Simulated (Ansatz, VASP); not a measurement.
## TiSeS: VASP beside Ansatz

Wanted: the spread between two codes on one cell, functional and k mesh. The cell is taken from a series of runs on this material, whose earlier steps may have relaxed, scaled, displaced or heated it; both programs get it as it stands.

Main program and level: Ansatz 0.2.0; plane waves, with VASP 6.6.1 beside it; LDA.

## Step 1: The structure

The cell holds 3 atoms: 1 Ti, 1 S and 1 Se. Cell: a = 3.372 Å, b = 3.372 Å, c = 30.000 Å, α = 90.0°, β = 90.0°, γ = 120.0°. Vacuum lies along c.

Coordinates:

```cif
data_structure
_symmetry_space_group_name_H-M 'P 1'
_symmetry_Int_Tables_number 1
_cell_length_a 3.3720
_cell_length_b 3.3720
_cell_length_c 30.0000
_cell_angle_alpha 90.000
_cell_angle_beta 90.000
_cell_angle_gamma 120.000
_cell_volume 295.41
loop_
_atom_site_label
_atom_site_type_symbol
_atom_site_fract_x
_atom_site_fract_y
_atom_site_fract_z
_atom_site_occupancy
Ti1 Ti 0.00000 0.00000 0.33531 1
S2 S 0.33333 0.66667 0.37996 1
Se3 Se 0.66667 0.33333 0.28140 1
```

## Step 2: VASP: zone-centre phonons, LDA

Second derivatives magnify differences that forces hide, and they need a tight electronic threshold.

Lines of VASP's logs that name or quote its potential files are left out, and so is its time.

INCAR

```
SYSTEM = TiSeS
PREC = Accurate
ENCUT = 500
EDIFF = 1E-08
NELM = 120
ISMEAR = 1
SIGMA = 0.15
LREAL = .FALSE.
ALGO = Normal
GGA = PW92
NBANDS = 18
LASPH = .TRUE.
LORBIT = 11
LWAVE = .FALSE.
LCHARG = .FALSE.
ISIF = 2
IBRION = 8
GGA_COMPAT = .FALSE.
NELMDL = -8
KPAR = 2
```

POSCAR

```
TiSeS
1.0
    3.3719743376      0.0000000000      0.0000000000
   -1.6859871688      2.9202154373      0.0000000000
    0.0000000000      0.0000000000     30.0000000000
Ti S Se
1 1 1
Direct
    0.0000000000      0.0000000000      0.3353054908
    0.3333333333      0.6666666667      0.3799585079
    0.6666666667      0.3333333333      0.2814026680
```

KPOINTS

```
Automatic mesh
0
Gamma
18 18 1
0 0 0
```

Potentials, in the order of the species: Ti_sv, S and Se (LDA family, release 64).

Started as:

```bash
$ mpirun -np 2 vasp_std
```

Numbers of over 12 decimals in the logs are rounded to 6 here.

Log:

```text
[banner, memory and clock lines left out]
running    2 mpi-ranks, on    1 nodes
 distrk:  each k-point on    1 cores,    2 groups
 distr:  one band on    1 cores,    1 groups

 POSCAR found type information on POSCAR TiS Se
 POSCAR found :  3 types and       3 ions
|                                                                             |
|               ----> ADVICE to this user running VASP <----                  |
|                                                                             |
|     You enforced a specific xc type in the INCAR file but a different       |
|     [... a line on the potential file left out ...]
|     I HOPE YOU KNOW WHAT YOU ARE DOING!                                     |
|                                                                             |

 LDA part: xc-table for (Slater(with rela. corr.)+PW92), standard interpolation
 POSCAR, INCAR and KPOINTS ok, starting setup
 FFT: planning ... GRIDC
 FFT: planning ... GRID_SOFT
 FFT: planning ... GRID
 WAVECAR not read
 entering main loop
       N       E                     dE             d eps       ncg     rms          rms(c)
DAV:   1     0.171895815629E+03    0.17190E+03   -0.10440E+04  1636   0.973E+02
DAV:   2     0.197557702282E+01   -0.16992E+03   -0.16586E+03  1736   0.241E+02
DAV:   3    -0.229446350720E+02   -0.24920E+02   -0.24778E+02  2376   0.854E+01
DAV:   4    -0.239981046736E+02   -0.10535E+01   -0.10515E+01  1824   0.174E+01
DAV:   5    -0.240828315302E+02   -0.84727E-01   -0.84705E-01  2096   0.382E+00
DAV:   6    -0.240835999991E+02   -0.76847E-03   -0.76844E-03  1866   0.478E-01
DAV:   7    -0.240836272567E+02   -0.27258E-04   -0.27258E-04  2128   0.745E-02
DAV:   8    -0.240836274735E+02   -0.21686E-06   -0.21675E-06  1872   0.803E-03    0.139E+01
DAV:   9    -0.222791576178E+02    0.18045E+01   -0.30434E+01  1654   0.445E+01    0.104E+01
DAV:  10    -0.214639098915E+02    0.81525E+00   -0.20820E+01  1788   0.339E+01    0.606E+00
DAV:  11    -0.210517478314E+02    0.41216E+00   -0.39965E+00  1448   0.158E+01    0.200E+00
DAV:  12    -0.210083128876E+02    0.43435E-01   -0.25773E-01  1512   0.416E+00    0.737E-01
DAV:  13    -0.210044511262E+02    0.38618E-02   -0.16491E-02  1698   0.963E-01    0.461E-01
DAV:  14    -0.210034938765E+02    0.95725E-03   -0.34844E-03  1596   0.413E-01    0.256E-01
[...]
DAV:  27    -0.210038958959E+02   -0.36891E-05   -0.24803E-07  1710   0.299E-03    0.756E-04
DAV:  28    -0.210038974521E+02   -0.15561E-05   -0.49127E-08  1536   0.151E-03    0.439E-04
DAV:  29    -0.210038986542E+02   -0.12022E-05   -0.26143E-08  1424   0.598E-04    0.264E-04
DAV:  30    -0.210038987238E+02   -0.69541E-07   -0.32740E-10  1144   0.199E-04    0.288E-04
DAV:  31    -0.210038989541E+02   -0.23031E-06   -0.22485E-09  1160   0.220E-04    0.813E-05
DAV:  32    -0.210038989722E+02   -0.18159E-07    0.25056E-10  1012   0.923E-05    0.487E-05
DAV:  33    -0.210038989991E+02   -0.26884E-07    0.23663E-10   988   0.581E-05    0.384E-05
DAV:  34    -0.210038990008E+02   -0.17308E-08    0.35633E-10   880   0.266E-05
   1 F= -.21003899E+02 E0= -.21004052E+02  d E =0.458520E-03
 Linear response reoptimize wavefunctions to high precision
DAV:   1    -0.210038990029E+02   -0.20077E-08    0.35698E-10   976   0.258E-05
DAV:   2    -0.210038990029E+02   -0.23647E-10    0.38244E-10   888   0.108E-05
 Linear response DOF=           6
 Linear response progress:
  Degree of freedom:   1/  6
       N       E                     dE             d eps       ncg     rms          rms(c)
RMM:   1    -0.693938937733E+00   -0.69394E+00    0.14872E+01  5908   0.128E+02
RMM:   2    -0.666169245203E+00    0.27770E-01   -0.32223E-01 10350   0.468E+00    0.236E-01
[...]
RMM:  12    -0.773125870700E+00   -0.55247E-05   -0.78410E-07  3256   0.302E-03    0.212E-04
RMM:  13    -0.773122997493E+00    0.28732E-05   -0.85584E-07  3303   0.199E-03    0.162E-04
RMM:  14    -0.773122020350E+00    0.97714E-06   -0.59788E-07  3207   0.144E-03    0.563E-05
RMM:  15    -0.773122474962E+00   -0.45461E-06   -0.93745E-07  3360   0.104E-03    0.364E-05
RMM:  16    -0.773123752894E+00   -0.12779E-05   -0.18203E-07  3136   0.827E-04    0.393E-05
RMM:  17    -0.773123388705E+00    0.36419E-06   -0.99447E-07  3348   0.643E-04    0.104E-05
RMM:  18    -0.773123400983E+00   -0.12278E-07   -0.15708E-08  3425   0.514E-04    0.138E-05
RMM:  19    -0.773123531124E+00   -0.13014E-06   -0.72491E-07  3389   0.429E-04    0.507E-06
RMM:  20    -0.773123458578E+00    0.72546E-07   -0.30860E-07  3513   0.367E-04    0.586E-06
RMM:  21    -0.773123479084E+00   -0.20505E-07   -0.39143E-07  3549   0.322E-04    0.843E-06
RMM:  22    -0.773123473779E+00    0.53048E-08   -0.23109E-07  3341   0.292E-04    0.129E-05
RMM:  23    -0.773123413411E+00    0.60368E-07   -0.27397E-07  3204   0.272E-04    0.223E-05
RMM:  24    -0.773123425219E+00   -0.11808E-07   -0.16602E-07  3394   0.248E-04    0.234E-05
RMM:  25    -0.773123449354E+00   -0.24135E-07   -0.23707E-07  3022   0.237E-04    0.348E-05
[...]
RMM:  29    -0.773123401234E+00    0.48303E-07   -0.15238E-07  3536   0.202E-04    0.759E-06
RMM:  30    -0.773123385188E+00    0.16046E-07   -0.14117E-07  3201   0.182E-04    0.138E-05
RMM:  31    -0.773123361237E+00    0.23951E-07   -0.12697E-07  3284   0.169E-04    0.143E-05
[...]
RMM:   9    -0.987375414741E-01   -0.15072E-06   -0.38362E-06 15656   0.306E-03    0.251E-04
RMM:  10    -0.987373826175E-01    0.15886E-06    0.10483E-06 15666   0.162E-03    0.121E-04
RMM:  11    -0.987372941790E-01    0.88438E-07   -0.32137E-06 15864   0.897E-04    0.965E-05
RMM:  12    -0.987370602611E-01    0.23392E-06   -0.31099E-07 15932   0.484E-04    0.540E-05
RMM:  13    -0.987370154755E-01    0.44786E-07   -0.12316E-06 15707   0.282E-04    0.140E-05
RMM:  14    -0.987370534173E-01   -0.37942E-07   -0.25839E-07 16137   0.157E-04    0.857E-06
RMM:  15    -0.987370989094E-01   -0.45492E-07   -0.26517E-07 15823   0.925E-05    0.271E-06
RMM:  16    -0.987371070537E-01   -0.81444E-08   -0.22465E-08 16155   0.555E-05    0.107E-06
 first order change of Fermi-energy   0.33482E-03
 force on displaced ion       2 direction 1 :  -5.215   0.001   0.001
 Linear response progress:
  Degree of freedom:   4/  6
       N       E                     dE             d eps       ncg     rms          rms(c)
RMM:   1    -0.166807564895E+00   -0.16681E+00   -0.15538E-01  3291   0.211E+00
RMM:   2    -0.149153105415E+00    0.17654E-01   -0.12362E-02  2703   0.623E-01    0.199E-01
RMM:   3    -0.149515454501E+00   -0.36235E-03   -0.19375E-03  2514   0.329E-01    0.169E-01
RMM:   4    -0.149422400164E+00    0.93054E-04   -0.70721E-04  2522   0.236E-01    0.741E-02
RMM:   5    -0.149569952221E+00   -0.14755E-03   -0.34145E-04  2780   0.107E-01    0.316E-02
RMM:   6    -0.149608333362E+00   -0.38381E-04   -0.11586E-04  3091   0.587E-02    0.179E-02
RMM:   7    -0.149572663757E+00    0.35670E-04   -0.30205E-05  3213   0.298E-02    0.841E-03
RMM:   8    -0.149562538248E+00    0.10126E-04   -0.78843E-06  3109   0.159E-02    0.239E-03
RMM:   9    -0.149571278718E+00   -0.87405E-05   -0.37430E-06  3357   0.770E-03    0.234E-03
RMM:  10    -0.149569075865E+00    0.22029E-05   -0.13163E-08  3232   0.419E-03    0.875E-04
RMM:  11    -0.149566749399E+00    0.23265E-05   -0.34657E-06  3161   0.261E-03    0.458E-04
RMM:  12    -0.149566215044E+00    0.53435E-06   -0.13390E-06  3268   0.139E-03    0.269E-04
RMM:  13    -0.149565238807E+00    0.97624E-06   -0.13294E-06  2973   0.107E-03    0.308E-04
RMM:  14    -0.149565116173E+00    0.12263E-06   -0.32425E-07  3202   0.545E-04    0.118E-04
RMM:  15    -0.149564620601E+00    0.49557E-06    0.50878E-07  3295   0.349E-04    0.423E-05
RMM:  16    -0.149564493887E+00    0.12671E-06    0.49451E-08  3411   0.195E-04    0.207E-05
RMM:  17    -0.149564460543E+00    0.33344E-07    0.16614E-07  3397   0.114E-04    0.296E-05
RMM:  18    -0.149564444660E+00    0.15883E-07   -0.58604E-08  3222   0.815E-05    0.642E-06
RMM:  19    -0.149564443933E+00    0.72724E-09    0.10913E-08  3142   0.586E-05    0.359E-06
 first order change of Fermi-energy  -0.10370E+01
 force on displaced ion       2 direction 3 :   0.000  -0.000  -9.916
 Linear response progress:
  Degree of freedom:   5/  6
       N       E                     dE             d eps       ncg     rms          rms(c)
RMM:   1    -0.790058630111E-01   -0.79006E-01   -0.25852E-02 14512   0.140E+00
RMM:   2    -0.733919793073E-01    0.56139E-02   -0.52395E-03 11459   0.388E-01    0.735E-02
RMM:   3    -0.737135231983E-01   -0.32154E-03   -0.13223E-03 13466   0.138E-01    0.424E-02
RMM:   4    -0.740720062303E-01   -0.35848E-03   -0.29068E-04 13401   0.768E-02    0.806E-03
RMM:   5    -0.740664428541E-01    0.55634E-05   -0.86810E-05 14656   0.339E-02    0.495E-03
RMM:   6    -0.740684474168E-01   -0.20046E-05   -0.15130E-05 14335   0.147E-02    0.231E-03
RMM:   7    -0.740722782355E-01   -0.38308E-05   -0.22768E-06 14192   0.781E-03    0.205E-03
RMM:   8    -0.740741321497E-01   -0.18539E-05   -0.12224E-06 13918   0.439E-03    0.824E-04
RMM:   9    -0.740755910886E-01   -0.14589E-05    0.12776E-06 15445   0.226E-03    0.249E-04
RMM:  10    -0.740759032593E-01   -0.31217E-06    0.76518E-07 15716   0.109E-03    0.132E-04
RMM:  11    -0.740761931332E-01   -0.28987E-06    0.32317E-07 15894   0.581E-04    0.381E-05
RMM:  12    -0.740761776143E-01    0.15519E-07    0.16070E-07 15997   0.310E-04    0.232E-05
RMM:  13    -0.740761992863E-01   -0.21672E-07   -0.17476E-08 15649   0.178E-04    0.519E-06
RMM:  14    -0.740761947512E-01    0.45351E-08    0.25661E-08 16109   0.101E-04    0.550E-06
 first order change of Fermi-energy   0.36799E-03
 force on displaced ion       3 direction 1 :  -3.070  -0.000  -0.001
 Linear response progress:
  Degree of freedom:   6/  6
       N       E                     dE             d eps       ncg     rms          rms(c)
RMM:   1    -0.134683747775E+00   -0.13468E+00   -0.53139E-03  3250   0.160E+00
RMM:   2    -0.127820940608E+00    0.68628E-02   -0.51443E-03  2669   0.398E-01    0.120E-01
RMM:   3    -0.127998983221E+00   -0.17804E-03   -0.99336E-04  2819   0.164E-01    0.914E-02
RMM:   4    -0.128143448580E+00   -0.14447E-03   -0.44817E-04  2824   0.147E-01    0.626E-02
RMM:   5    -0.128182767599E+00   -0.39319E-04   -0.15353E-04  2764   0.756E-02    0.160E-02
RMM:   6    -0.128160684093E+00    0.22084E-04   -0.58364E-05  3224   0.387E-02    0.842E-03
RMM:   7    -0.128158638206E+00    0.20459E-05   -0.13014E-05  3365   0.183E-02    0.596E-03
RMM:   8    -0.128155995654E+00    0.26426E-05   -0.46476E-06  3240   0.953E-03    0.234E-03
RMM:   9    -0.128161049882E+00   -0.50542E-05   -0.94146E-06  3317   0.488E-03    0.129E-03
RMM:  10    -0.128161527663E+00   -0.47778E-06    0.45838E-06  3364   0.264E-03    0.711E-04
RMM:  11    -0.128161831705E+00   -0.30404E-06   -0.21975E-06  3219   0.176E-03    0.254E-04
RMM:  12    -0.128161409219E+00    0.42249E-06   -0.15133E-07  3327   0.960E-04    0.227E-04
RMM:  13    -0.128161539416E+00   -0.13020E-06   -0.15490E-06  3243   0.543E-04    0.725E-05
RMM:  14    -0.128161717381E+00   -0.17796E-06   -0.61931E-08  3220   0.371E-04    0.976E-05
RMM:  15    -0.128161765837E+00   -0.48456E-07   -0.41717E-07  3348   0.189E-04    0.491E-05
RMM:  16    -0.128161868920E+00   -0.10308E-06   -0.34571E-08  3338   0.125E-04    0.148E-05
RMM:  17    -0.128161949135E+00   -0.80215E-07   -0.14223E-07  3225   0.785E-05    0.163E-05
RMM:  18    -0.128161963711E+00   -0.14576E-07   -0.54118E-08  3395   0.436E-05    0.975E-06
RMM:  19    -0.128161986327E+00   -0.22616E-07   -0.63004E-08  3251   0.305E-05    0.961E-06
RMM:  20    -0.128161986933E+00   -0.60581E-09   -0.27528E-09  3409   0.206E-05    0.640E-06
 first order change of Fermi-energy  -0.43366E+00
 force on displaced ion       3 direction 3 :   0.000   0.000  -9.784
 Linear response finished
```

OUTCAR, selected parts (step 2):

```text
ion  position               nearest neighbor table
   1  0.000  0.000  0.335-   2 2.36   2 2.36   2 2.36   3 2.53   3 2.53   3 2.53
   2  0.333  0.667  0.380-   1 2.36   1 2.36   1 2.36
   3  0.667  0.333  0.281-   1 2.53   1 2.53   1 2.53

  LATTYP: Found a hexagonal cell.
 ALAT       =     3.3719743376
 C/A-ratio  =     8.8968648621

 Subroutine GETGRP returns: Found  6 space group operations
 (whereof  6 operations were pure point group operations)

The static configuration has the point symmetry C_3v.

 Found     37 irreducible k-points:

   k-points           NKPTS =     37   k-points in BZ     NKDIM =     37   number of bands    NBANDS=     18

   dimension x,y,z NGX =    28 NGY =   28 NGZ =  224
   dimension x,y,z NGXF=    56 NGYF=   56 NGZF=  448

   ENCUT  =  500.0 eV  36.75 Ry    6.06 a.u.   6.15  6.15 54.70*2*pi/ulx,y,z

   NELECT =      24.0000    total number of electrons

 k-points in reciprocal lattice and weights: Automatic mesh
   0.00000000  0.00000000  0.00000000       0.003
   0.05555556  0.00000000  0.00000000       0.019
   0.11111111  0.00000000  0.00000000       0.019
   0.16666667  0.00000000  0.00000000       0.019
   0.22222222 -0.00000000  0.00000000       0.019
   0.27777778  0.00000000  0.00000000       0.019
   0.33333333  0.00000000  0.00000000       0.019
   0.38888889  0.00000000  0.00000000       0.019
   0.44444444 -0.00000000  0.00000000       0.019
[...]
0.33333333  0.27777778  0.00000000       0.037
   0.33333333  0.33333333  0.00000000       0.006

 average (electrostatic) potential at core
       1 -84.8190       2 -95.2085       3 -67.4318

  Total        0.0183690      0.0183690      0.0410872     -0.0000000      0.0000000      0.0000000
  in kB        0.0996268      0.0996268      0.2228418     -0.0000000      0.0000000      0.0000000
  external PRESSURE =       0.1406985 kB  Pullay stress =       0.0000000 kB

  energy-cutoff  :      500.00
  volume of cell :      295.41
      direct lattice vectors                 reciprocal lattice vectors
     3.371974338  0.000000000  0.000000000     0.296562162  0.171220244  0.000000000
    -1.685987169  2.920215437  0.000000000     0.000000000  0.342440488  0.000000000
     0.000000000  0.000000000 30.000000000     0.000000000  0.000000000  0.033333333

 POSITION                                       TOTAL-FORCE (eV/Angst)
 -----------------------------------------------------------------------------------
      0.00000      0.00000     10.05916        -0.000000     -0.000000      0.015823
     -0.00000      1.94681     11.39876        -0.000000      0.000000      0.011611
      1.68599      0.97341      8.44208         0.000000      0.000000     -0.027434
 -----------------------------------------------------------------------------------
    total drift:                               -0.000000      0.000000     -0.000188

 Eigenvectors and eigenvalues of the dynamical matrix
 ----------------------------------------------------

   1 f  =   11.330035 THz    71.188712 2PiTHz  377.929299 cm-1    46.857240 meV
             X         Y         Z           dx          dy          dz
      0.000000  0.000000 10.059165    -0.000000    0.000000    0.741388
     -0.000000  1.946810 11.398755    -0.000000    0.000000   -0.651206
      1.685987  0.973405  8.442080     0.000000   -0.000000   -0.162092

   2 f  =    7.515924 THz    47.223943 2PiTHz  250.704239 cm-1    31.083350 meV
             X         Y         Z           dx          dy          dz
      0.000000  0.000000 10.059165    -0.000000    0.000000   -0.386443
     -0.000000  1.946810 11.398755    -0.000000    0.000000   -0.611763
      1.685987  0.973405  8.442080     0.000000   -0.000000    0.690223

   3 f  =    7.242114 THz    45.503543 2PiTHz  241.570915 cm-1    29.950963 meV
             X         Y         Z           dx          dy          dz
      0.000000  0.000000 10.059165    -0.000002   -0.480994    0.000000
     -0.000000  1.946810 11.398755     0.000004    0.859591    0.000000
      1.685987  0.973405  8.442080    -0.000001   -0.172477   -0.000000

   4 f  =    7.242114 THz    45.503543 2PiTHz  241.570915 cm-1    29.950963 meV
             X         Y         Z           dx          dy          dz
      0.000000  0.000000 10.059165     0.480994   -0.000002    0.000000
     -0.000000  1.946810 11.398755    -0.859591    0.000004    0.000000
      1.685987  0.973405  8.442080     0.172477   -0.000001   -0.000000

   5 f  =    4.091006 THz    25.704548 2PiTHz  136.461269 cm-1    16.919033 meV
             X         Y         Z           dx          dy          dz
      0.000000  0.000000 10.059165     0.000013   -0.682621    0.000000
     -0.000000  1.946810 11.398755     0.000005   -0.243735    0.000000
      1.685987  0.973405  8.442080    -0.000013    0.688928    0.000000

   6 f  =    4.091006 THz    25.704548 2PiTHz  136.461269 cm-1    16.919033 meV
             X         Y         Z           dx          dy          dz
      0.000000  0.000000 10.059165    -0.682621   -0.000013   -0.000000
     -0.000000  1.946810 11.398755    -0.243735   -0.000005   -0.000000
      1.685987  0.973405  8.442080     0.688928    0.000013   -0.000000

   7 f/i=    0.003518 THz     0.022104 2PiTHz    0.117348 cm-1     0.014549 meV
             X         Y         Z           dx          dy          dz
      0.000000  0.000000 10.059165     0.000000   -0.000000   -0.548640
     -0.000000  1.946810 11.398755     0.000000   -0.000000   -0.449084
      1.685987  0.973405  8.442080     0.000000   -0.000000   -0.705208

   8 f/i=    0.007045 THz     0.044267 2PiTHz    0.235004 cm-1     0.029137 meV
             X         Y         Z           dx          dy          dz
      0.000000  0.000000 10.059165     0.406435   -0.370788    0.000000
     -0.000000  1.946810 11.398755     0.331782   -0.302683    0.000000
      1.685987  0.973405  8.442080     0.520095   -0.474480    0.000000

   9 f/i=    0.007045 THz     0.044267 2PiTHz    0.235004 cm-1     0.029137 meV
             X         Y         Z           dx          dy          dz
      0.000000  0.000000 10.059165    -0.370788   -0.406435   -0.000000
     -0.000000  1.946810 11.398755    -0.302683   -0.331782   -0.000000
      1.685987  0.973405  8.442080    -0.474480   -0.520095   -0.000000

 ELASTIC MODULI CONTR FROM IONIC RELAXATION (kBar)
 Direction    XX          YY          ZZ          XY          YZ          ZX
 --------------------------------------------------------------------------------
 XX         -97.7977    -63.3871   -149.3647      0.0000     48.1718     -0.0000
 YY         -63.3871    -97.7977   -149.3647     -0.0000    -48.1718     -0.0000
 ZZ        -149.3647   -149.3647   -284.1570      0.0000      0.0000     -0.0000
 XY           0.0000     -0.0000      0.0000    -17.2053     -0.0000     43.7146
 YZ          48.1718    -48.1718      0.0000     -0.0000   -152.8049      0.0000
 ZX          -0.0000     -0.0000     -0.0000     43.7146      0.0000   -120.6725
 --------------------------------------------------------------------------------
```

This run has no spin polarisation, so a moment on Ti, if there is one, isn't seen.

(Part 1 of 2 ends here.)

[Lines on the potential files, build, host, timing and source positions are cut from VASP's logs without a mark.]

[Logs are printed without paths, hosts, clocks, repeated set-up lines and the standing remarks that a program may print on its own settings, such as how far it seeks lower states.]

[Hosts, paths, dates, database ids (printed as entryN), source tags and the programs' standing remarks are cut or masked in the printed files.]
